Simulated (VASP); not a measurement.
VASP ran on this input.

### INCAR
```
ENCUT = 400
LCHARG = .FALSE.
SIGMA = 0.01   ! width (eV)
LWAVE = .FALSE.
SYSTEM = BN
GGA = PS   ! PBEsol
ISMEAR = 0   ! Gaussian
ISIF = 2
ALGO = Normal
NELM = 100   ! most electronic steps
LREAL = .FALSE.   ! projection in real space or not
LASPH = .TRUE.
PREC = Accurate
EDIFF = 1E-6   ! SCF stop (eV)
```

POSCAR:
```
BN
1
    0.0000000000     1.8485350000     1.8485350000
    1.8485350000     0.0000000000     1.8485350000
    1.8485350000     1.8485350000     0.0000000000
B N
1 1
Direct
  0.0000000000   0.0000000000   0.0000000000
  0.7500000000   0.7500000000   0.7500000000
```

**KPOINTS**
```
Automatic mesh
0
Gamma
  8 8 8
0 0 0
```

POTCAR, in this order: B N (PBE.64 set). Program: vasp_std.

**Question.** Write an equivalent input for Quantum ESPRESSO's pw.x.

**Answer.** One equivalent input (not run):
```
&CONTROL
  calculation = 'scf'
  pseudo_dir = './pseudo'
  outdir = './out'
  tprnfor = .true.
  tstress = .true.
/
&SYSTEM
  ibrav = 0
  nat = 2
  ntyp = 2
  ecutwfc = 84
  occupations = 'smearing'
  smearing = 'gaussian'
  degauss = 0.000735
  input_dft = 'pbesol'
/
&ELECTRONS
  conv_thr = 7.3e-08
  electron_maxstep = 100
/
ATOMIC_SPECIES
  B 10.810 B.upf
  N 14.007 N.upf
CELL_PARAMETERS angstrom
     0.0000000    1.8485350    1.8485350
     1.8485350    0.0000000    1.8485350
     1.8485350    1.8485350    0.0000000
ATOMIC_POSITIONS crystal
  B    0.0000000  0.0000000  0.0000000
  N    0.7500000  0.7500000  0.7500000
K_POINTS automatic
  8 8 8 0 0 0
```
What does not carry over: the potentials are each code's own (VASP's PAW set, PseudoDojo norm-conserving files in pw.x), so ENCUT and ecutwfc are chosen apart and not converted; conv_thr bounds pw.x's estimated SCF error, while EDIFF bounds the energy change between steps.

The structure comes from a computed database's BN entry; how it stands against other phases isn't given here. The cell was not relaxed at this level.
